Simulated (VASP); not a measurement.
Energy against volume of NiSb (NiAs type). These are rev-vdW-DF2, VASP's PBE PAW potentials (set 64) (plane waves; VASP) values and carry that method's errors. Numerical set-up: 520 eV cut-off, 9×9×6 Γ-centred mesh, first-order Methfessel-Paxton smearing of 0.10 eV, potentials Ni Sb.

Shape and ions are relaxed at each volume.

```csv
V (Å³/atom),E (eV/atom)
16.886,-3.07961
17.408,-3.08465
17.931,-3.07843
18.453,-3.06268
```

Question: Fit these four points and predict the energy of the run at 16.364 Å³/atom.

Answer: A cubic in V^(−2/3), the third-order Birch-Murnaghan form, passes through the four points with V0 = 17.37 Å³/atom and B0 = 116 GPa, and gives -3.0613 eV/atom there. The run gave -3.0611 eV/atom, +0.2 meV/atom from the fit; all five points give B0 = 117 GPa.

The compound is NiSb in the NiAs type structure. It was relaxed first. The run is not spin-polarised, so no magnetic state was tried.
